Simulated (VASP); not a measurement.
Write the native input for VASP 6.6.1 that does the following.

* Task: single point
* Functional: PBE
* Potentials or basis: VASP PAW PBE potentials, release 64 (Bi_d, Se)
* Cutoff: 520 eV
* k mesh: 9 × 9 × 9
* Occupations: gaussian, width 0.02 eV
* Spin: no spin polarisation
* Dipole correction: no
* Further INCAR settings: ALGO = Fast; EDIFF = 1e-07; NBANDS = 32

The structure of Bi2Se3 (Paraguanajuatite) lies in POSCAR:

```
Bi2Se3
1.0
    2.0952101477      1.2096701428     10.4336290300
   -2.0952101477      1.2096701428     10.4336290300
    0.0000000000     -2.4193402856     10.4336290300
Bi Se
2 3
Direct
    0.3956391885      0.3956391885      0.3956391885
    0.6043608115      0.6043608115      0.6043608115
    0.0000000000      0.0000000000      0.0000000000
    0.2211432112      0.2211432112      0.2211432112
    0.7788567888      0.7788567888      0.7788567888
```

The input as run:

INCAR

```
ALGO = Fast
EDIFF = 1E-7
ENCUT = 520
GGA = PE
ISIF = 2
ISMEAR = 0
LASPH = True
LCHARG = False
LREAL = False
LWAVE = False
NBANDS = 32
NELM = 100
PREC = Accurate
SIGMA = 0.02
```

KPOINTS

```
k-points
0
Gamma
  9 9 9
```

Potentials or basis: VASP PAW PBE potentials, release 64 (Bi_d, Se).

Launch:

```sh
$ cat potpaw_PBE.64/Bi_d/POTCAR potpaw_PBE.64/Se/POTCAR > POTCAR
$ mpirun -np 1 vasp_std > vasp.out
```

It gave:

The pressure is 0.0 GPa and the largest force is 0.013 eV/Å. The band gap on the k mesh is 0.70 eV, indirect (least direct gap 0.71 eV).

Caveat: spin-orbit coupling is left out, which as a rule narrows the gap of such compounds by several tenths of an eV; an odd mesh through Γ misses points on the zone boundary, where band edges often lie.

Wall time 24 min on 1 thread of Intel(R) Xeon(R) 6975P-C (Granite Rapids), on a shared host, peak memory 1.2 GiB.
